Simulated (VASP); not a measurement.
Crystal: Rb4CdS3.

```
Rb Cd S
1.0
    -4.15136    4.15136    4.15136
     4.15136   -4.15136    4.15136
     4.15136    4.15136   -4.15136
Rb Cd S
4 1 3
Direct
  0.66379 0.66379 0.66379
  0.33621 0.00000 0.00000
  0.00000 0.33621 0.00000
  0.00000 0.00000 0.33621
  0.00000 0.00000 0.00000
  0.50000 0.50000 0.00000
  0.50000 0.00000 0.50000
  0.00000 0.50000 0.50000
```

The cell was built by a generator and needn't be a form met in nature.

The cell isn't the ideal one: species swapped into the Tl3VSe4 type (I-43m, No. 217).

```yaml
Program: VASP 6.6.1
Task: relaxation of cell and atoms
Functional: PBE
Potentials_or_basis: VASP PAW PBE potentials, release 64 (Rb_sv, Cd, S)
Cutoff: 600 eV
k_mesh: 2 × 2 × 2
Occupations: gaussian, width 0.15 eV
Spin: no spin polarisation
```

At the start: pressure 8.9 GPa; volume 35.77 Å³/atom.

Q: How do energy, volume and symmetry change on relaxing?

A: Over 18 steps the energy falls by 1102.0 meV/atom and the volume is 33.82 Å³/atom (-5.5 %); space group Im-3m (No. 229, to 0.05 Å).

Step by step:
```csv
step,energy change (eV),largest force (eV/Å),pressure (GPa),volume (Å³)
1,0.0000,6.6433,8.88,286.17
2,-5.8954,1.4166,-0.85,376.45
3,-6.0068,1.2154,-1.17,386.90
4,-6.1005,0.8935,-1.64,408.38
5,-6.5816,0.8985,-1.54,381.19
6,-7.7397,0.9347,-0.47,306.93
7,-5.9164,0.8769,14.70,188.63
8,-7.8344,1.0949,0.95,276.79
9,-7.8623,1.1060,2.87,249.82
10,-8.1580,0.8293,2.76,246.47
11,-8.4986,0.2401,3.02,238.17
12,-8.7401,0.1910,1.03,257.80
13,-8.7833,0.1561,-0.22,276.22
14,-8.7857,0.1618,-0.03,272.87
15,-8.7857,0.1631,0.01,272.14
16,-8.7911,0.1482,0.02,271.98
17,-8.8042,0.1035,0.03,271.51
18,-8.8163,0.0154,0.07,270.56
```

Final structure:
```
Rb Cd S
1.0
    -4.07443    4.07443    4.07443
     4.07443   -4.07443    4.07443
     4.07443    4.07443   -4.07443
Rb Cd S
4 1 3
Direct
  0.50127 0.50127 0.50127
  0.49873 0.00000 0.00000
  0.00000 0.49873 0.00000
  0.00000 0.00000 0.49873
  0.00000 0.00000 0.00000
  0.50000 0.50000 0.00000
  0.50000 0.00000 0.50000
  0.00000 0.50000 0.50000
```

Caveat: the k mesh is coarse (spacing up to 0.54 Å⁻¹), so the values aren't converged; the relaxation stopped at a loose force limit of 0.08 eV/Å, so its end isn't a converged minimum.
